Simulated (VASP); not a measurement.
Write the native input for VASP 6.6.1 that does the following.

```
Task                   : relaxation of cell and atoms
Functional             : PBE
Dispersion             : D3(BJ)
Potentials or basis    : VASP PAW PBE potentials, release 64 (Sb, Bi_d)
Cutoff                 : 600 eV
k mesh                 : 6 × 6 × 4
Occupations            : gaussian, width 0.03 eV
Spin                   : no spin polarisation
Further INCAR settings : ALGO = Normal; EDIFF = 1e-06; IBRION = 2; EDIFFG = -0.01; NSW = 90; ISIF = 3
```

The structure of Bi7Sb lies in POSCAR:

```
Bi7Sb
1.0
    9.0149569400      0.0000000000      0.0000000000
    4.5074784700     -7.8071817200      0.0000000000
    4.5074784700     -2.6023939100     -7.8282029600
Sb Bi
2 14
Direct
    0.1170000000      0.6170000000      0.1490000000
    0.6170000000      0.1170000000      0.6490000000
    0.1170000000      0.1170000000      0.1490000000
    0.1170000000      0.6170000000      0.6490000000
    0.1170000000      0.1170000000      0.6490000000
    0.6170000000      0.6170000000      0.1490000000
    0.6170000000      0.1170000000      0.1490000000
    0.6170000000      0.6170000000      0.6490000000
    0.3830000000      0.8830000000      0.3510000000
    0.3830000000      0.3830000000      0.3510000000
    0.3830000000      0.8830000000      0.8510000000
    0.3830000000      0.3830000000      0.8510000000
    0.8830000000      0.8830000000      0.3510000000
    0.8830000000      0.3830000000      0.3510000000
    0.8830000000      0.8830000000      0.8510000000
    0.8830000000      0.3830000000      0.8510000000
```

The cell was built by a generator and needn't be a form met in nature.

The input as run:

INCAR

```
SYSTEM = Bi7Sb
PREC = Accurate ; ENCUT = 600
EDIFF = 1E-6 ; ISMEAR = 0
SIGMA = 0.03 ; LREAL = .FALSE.
LASPH = .TRUE. ; NELM = 80
ALGO = Normal ; ISIF = 3
LWAVE = .FALSE. ; LCHARG = .FALSE.
GGA = PE ; IVDW = 12
IBRION = 2 ; NSW = 90
EDIFFG = -0.01 ; KPAR = 4
```

KPOINTS

```
regular mesh
0
G
  6 6 4
  0 0 0
```

Potentials or basis: VASP PAW PBE potentials, release 64 (Sb, Bi_d).

Command:

```sh
$ cat potpaw_PBE.64/Sb/POTCAR potpaw_PBE.64/Bi_d/POTCAR > POTCAR
$ mpirun -np 4 vasp_std > vasp.out
```

Results of the run:

| Item | Value |
| --- | --- |
| Relaxed volume | 34.06 Å³/atom |
| Relaxed cell | a = 9.018 Å, b = 9.018 Å, c = 9.327 Å, α = 61.09°, β = 61.09°, γ = 60.00° |
| Space group after relaxing (to 0.05 Å) | R3m (No. 160) |
| Energy gained by relaxing | 5.5 meV/atom |
| Ionic steps | 10 |
| Pressure after relaxing | 0.0 GPa |
| Largest force after relaxing | 0.009 eV/Å |
| Band gap on the k mesh | none (metal or under the smearing width) |
| Dispersion energy per atom | -0.462 eV |

Caveat: spin-orbit coupling is left out, which moves the levels of the heavy elements; pairwise dispersion overbinds metals, which lowers pressure and volume.

Wall time 100 min on 4 MPI ranks on Intel(R) Xeon(R) 6975P-C (Granite Rapids), on a shared host, peak memory 2.5 GiB a rank.
